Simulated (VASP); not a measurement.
Calculation: modified Becke-Johnson potential (mBJ), VASP's PBE PAW potentials (set 64) (plane waves; VASP).

Input for VASP

INCAR:
```
SYSTEM = BaTiO3
PREC = Accurate; ENCUT = 520; LREAL = .FALSE.
LASPH = .TRUE.
EDIFF = 1E-6; NELM = 200; ALGO = Normal
LMAXMIX = 4; LMIXTAU = .TRUE.
ISMEAR = 0; SIGMA = 0.05
METAGGA = MBJ
ISIF = 0
LWAVE = .FALSE.; LCHARG = .FALSE.
```

File KPOINTS_OPT:
```
k-points along high-symmetry lines
11
Line-mode
Reciprocal
  0.000000   0.000000   0.000000 ! GAMMA
  0.000000   0.500000   0.000000 ! X

  0.000000   0.500000   0.000000 ! X
  0.500000   0.500000   0.000000 ! M

  0.500000   0.500000   0.000000 ! M
  0.000000   0.000000   0.000000 ! GAMMA

  0.000000   0.000000   0.000000 ! GAMMA
  0.500000   0.500000   0.500000 ! R

  0.500000   0.500000   0.500000 ! R
  0.000000   0.500000   0.000000 ! X

  0.500000   0.500000   0.500000 ! R
  0.500000   0.500000   0.000000 ! M
```

File POSCAR:
```
BaTiO3
1.0
  4.0337536518   0.0000000000   0.0000000000
  0.0000000000   4.0337536518   0.0000000000
  0.0000000000   0.0000000000   4.0337536518
Ba Ti O
1 1 3
Cartesian
  0.0000000000   0.0000000000   0.0000000000
  2.0168768259   2.0168768259   2.0168768259
  2.0168768259   0.0000000000   2.0168768259
  0.0000000000   2.0168768259   2.0168768259
  2.0168768259   2.0168768259   0.0000000000
```

File KPOINTS:
```
Automatic mesh
0
gamma
4 4 4
0 0 0
```

POTCAR, in this order: Ba_sv Ti_sv O (PBE.64 set). Program: vasp_std. Read from the step before: WAVECAR.

### OSZICAR
```
...
DAV: 164     0.475287996485E+03   -0.10063E+01   -0.87751E+00   616   0.193E+01    0.201E+00
DAV: 165     0.474940608689E+03   -0.34739E+00   -0.95745E+00   488   0.217E+01    0.177E+00
DAV: 166     0.472729518094E+03   -0.22111E+01   -0.10419E+01   480   0.221E+01    0.280E+00
DAV: 167     0.475752118184E+03    0.30226E+01   -0.18578E+01   480   0.278E+01    0.166E+00
DAV: 168     0.475483791692E+03   -0.26833E+00   -0.15854E-01   496   0.344E+00    0.167E+00
DAV: 169     0.475457837189E+03   -0.25955E-01   -0.55709E-02   480   0.231E+00    0.168E+00
DAV: 170     0.475409863791E+03   -0.47973E-01   -0.41618E-01   488   0.556E+00    0.165E+00
DAV: 171     0.475259063874E+03   -0.15080E+00   -0.54149E-01   504   0.560E+00    0.167E+00
DAV: 172     0.475210593312E+03   -0.48471E-01   -0.35331E-01   480   0.538E+00    0.179E+00
DAV: 173     0.475174409227E+03   -0.36184E-01   -0.35806E-01   480   0.519E+00    0.185E+00
DAV: 174     0.475170069807E+03   -0.43394E-02   -0.27597E-02   736   0.110E+00    0.190E+00
DAV: 175     0.475107034498E+03   -0.63035E-01   -0.29301E-02   496   0.154E+00    0.190E+00
DAV: 176     0.474933913502E+03   -0.17312E+00   -0.26903E-01   488   0.450E+00    0.187E+00
DAV: 177     0.475049686435E+03    0.11577E+00   -0.19280E+00   496   0.150E+01    0.184E+00
DAV: 178     0.474447196022E+03   -0.60249E+00   -0.17301E+00   480   0.125E+01    0.194E+00
DAV: 179     0.474334935484E+03   -0.11226E+00   -0.97399E-02   600   0.368E+00    0.192E+00
DAV: 180     0.472017486018E+03   -0.23174E+01   -0.79195E+00   480   0.204E+01    0.279E+00
DAV: 181     0.471788492893E+03   -0.22899E+00   -0.70737E+00   496   0.377E+01    0.303E+00
DAV: 182     0.473185174892E+03    0.13967E+01   -0.56958E+00   480   0.195E+01    0.230E+00
DAV: 183     0.473307934435E+03    0.12276E+00   -0.23713E-01   512   0.518E+00    0.223E+00
DAV: 184     0.473651667009E+03    0.34373E+00   -0.79372E-01   480   0.718E+00    0.196E+00
DAV: 185     0.473407587130E+03   -0.24408E+00   -0.26520E-01   480   0.415E+00    0.195E+00
DAV: 186     0.473381093506E+03   -0.26494E-01   -0.30492E-03   648   0.362E-01    0.196E+00
DAV: 187     0.473810980005E+03    0.42989E+00   -0.10184E+00   480   0.974E+00    0.192E+00
DAV: 188     0.473959983793E+03    0.14900E+00   -0.18935E+00   480   0.226E+01    0.193E+00
DAV: 189     0.474198182618E+03    0.23820E+00   -0.21359E+00   536   0.203E+01    0.194E+00
DAV: 190     0.473680276931E+03   -0.51791E+00   -0.25951E+00   480   0.147E+01    0.196E+00
DAV: 191     0.472833891226E+03   -0.84639E+00   -0.12043E+00   488   0.745E+00    0.235E+00
DAV: 192     0.473674140023E+03    0.84025E+00   -0.43871E+00   480   0.141E+01    0.160E+00
DAV: 193     0.473651955607E+03   -0.22184E-01   -0.55591E-02   600   0.134E+00    0.158E+00
DAV: 194     0.473385335441E+03   -0.26662E+00   -0.13083E-01   480   0.280E+00    0.167E+00
DAV: 195     0.473607391416E+03    0.22206E+00   -0.50920E-01   480   0.472E+00    0.139E+00
DAV: 196     0.473572379017E+03   -0.35012E-01   -0.12922E-02   592   0.834E-01    0.141E+00
DAV: 197     0.473442288984E+03   -0.13009E+00   -0.38524E-01   536   0.387E+00    0.152E+00
DAV: 198     0.473341244912E+03   -0.10104E+00   -0.12405E-01   480   0.245E+00    0.157E+00
DAV: 199     0.473312474682E+03   -0.28770E-01   -0.59966E-03   504   0.613E-01    0.157E+00
DAV: 200     0.473331135909E+03    0.18661E-01   -0.37759E-03   496   0.394E-01
   1 F= 0.47333114E+03 E0= 0.47333114E+03  d E =-.542304E-25
       N       E                     dE             ncg
       N       E                     dE             ncg
       N       E                     dE             ncg
       N       E                     dE             ncg
       N       E                     dE             ncg
       N       E                     dE             ncg
       N       E                     dE             ncg
```

**Question.** The electronic loop did not converge. What happens with NELM = 300, IMIX = 1, AMIX = 0.1?

**Answer.** The program stopped with an error.
**OSZICAR**
```
...
DAV:  98     0.404080175672E+03   -0.82636E+02   -0.15780E+03   664   0.395E+02    0.187E+01
DAV:  99     0.497939458247E+03    0.93859E+02   -0.18314E+03   536   0.260E+02    0.146E+01
DAV: 100     0.502612789593E+03    0.46733E+01   -0.70575E+02   664   0.105E+02    0.120E+01
DAV: 101     0.491132182089E+03   -0.11481E+02   -0.34875E+02   688   0.119E+02    0.116E+01
DAV: 102     0.496906979337E+03    0.57748E+01   -0.89175E+01   552   0.659E+01    0.966E+00
DAV: 103     0.494327891071E+03   -0.25791E+01   -0.37621E+02   584   0.176E+02    0.760E+00
DAV: 104     0.449080051351E+03   -0.45248E+02   -0.42356E+02   776   0.166E+02    0.141E+01
DAV: 105     0.489314492677E+03    0.40234E+02   -0.12021E+03   544   0.239E+02    0.821E+00
DAV: 106     0.511231374377E+03    0.21917E+02   -0.24697E+02   520   0.941E+01    0.669E+00
DAV: 107     0.508672542805E+03   -0.25588E+01   -0.53377E+01   576   0.463E+01    0.670E+00
DAV: 108     0.495088472332E+03   -0.13584E+02   -0.81065E+01   560   0.642E+01    0.773E+00
DAV: 109     0.487437541086E+03   -0.76509E+01   -0.45862E+02   544   0.194E+02    0.656E+00
DAV: 110     0.476583473171E+03   -0.10854E+02   -0.42048E+02   584   0.181E+02    0.804E+00
DAV: 111     0.503654298868E+03    0.27071E+02   -0.23688E+02   512   0.123E+02    0.402E+00
DAV: 112     0.501576416316E+03   -0.20779E+01   -0.26035E+01   568   0.306E+01    0.446E+00
DAV: 113     0.498265539752E+03   -0.33109E+01   -0.18394E+01   512   0.322E+01    0.464E+00
DAV: 114     0.494176948777E+03   -0.40886E+01   -0.64536E+01   496   0.719E+01    0.427E+00
DAV: 115     0.486914745013E+03   -0.72622E+01   -0.26982E+02   480   0.149E+02    0.469E+00
DAV: 116    -0.291165307587E+03   -0.77808E+03   -0.68264E+03   704   0.662E+02    0.298E+01
DAV: 117     0.392522090600E+03    0.68369E+03   -0.45184E+03   584   0.333E+02    0.548E+01
DAV: 118    -0.112462327923E+04   -0.15171E+04   -0.20860E+04   840   0.239E+02    0.585E+01
DAV: 119     0.468073759915E+03    0.15927E+04   -0.80846E+03   752   0.574E+02    0.332E+01
DAV: 120     0.498186676693E+03    0.30113E+02   -0.24046E+03   736   0.248E+02    0.171E+01
DAV: 121     0.503690879618E+03    0.55042E+01   -0.40121E+02   640   0.153E+02    0.107E+01
DAV: 122    -0.142172766031E+03   -0.64586E+03   -0.69582E+03   776   0.796E+02    0.330E+01
DAV: 123     0.427819347324E+03    0.56999E+03   -0.26720E+03   808   0.263E+02    0.353E+01
DAV: 124     0.348314712411E+03   -0.79505E+02   -0.34306E+03   856   0.144E+02    0.505E+01
DAV: 125     0.397822127139E+03    0.49507E+02   -0.53620E+03   736   0.319E+02    0.407E+01
DAV: 126     0.462681390397E+03    0.64859E+02   -0.32633E+03   696   0.207E+02    0.268E+01
DAV: 127     0.474122708650E+03    0.11441E+02   -0.10010E+03   712   0.150E+02    0.177E+01
DAV: 128     0.199841229364E+03   -0.27428E+03   -0.39560E+03   648   0.746E+02    0.221E+01
DAV: 129     0.479845853504E+03    0.28000E+03   -0.30539E+03   616   0.298E+02    0.140E+01
DAV: 130     0.495502185380E+03    0.15656E+02   -0.49243E+02   704   0.113E+02    0.144E+01
DAV: 131    -0.351292718681E+05   -0.35625E+05   -0.35950E+05   648   0.154E+03    0.761E+01
DAV: 132     0.387543375096E+03    0.35517E+05   -0.73884E+03   688   0.498E+02    0.609E+01
DAV: 133     0.285112608239E+03   -0.10243E+03   -0.58424E+03   848   0.132E+02    0.548E+01
DAV: 134     0.236990868222E+03   -0.48122E+02   -0.60384E+03   808   0.326E+02    0.391E+01
DAV: 135    -0.419251771842E+04   -0.44295E+04   -0.49526E+04   832   0.258E+02    0.620E+01
DAV: 136    -0.405252304537E+04    0.13999E+03   -0.48869E+04   768   0.343E+02    0.291E+01
DAV: 137    -0.462364006407E+04   -0.57112E+03   -0.52967E+04   752   0.258E+02    0.589E+01
```

The compound is BaTiO3 in the cubic perovskite structure, the ideal cubic form; the compound distorts at low or room temperature. The cell's shape comes from a PBE relaxation.
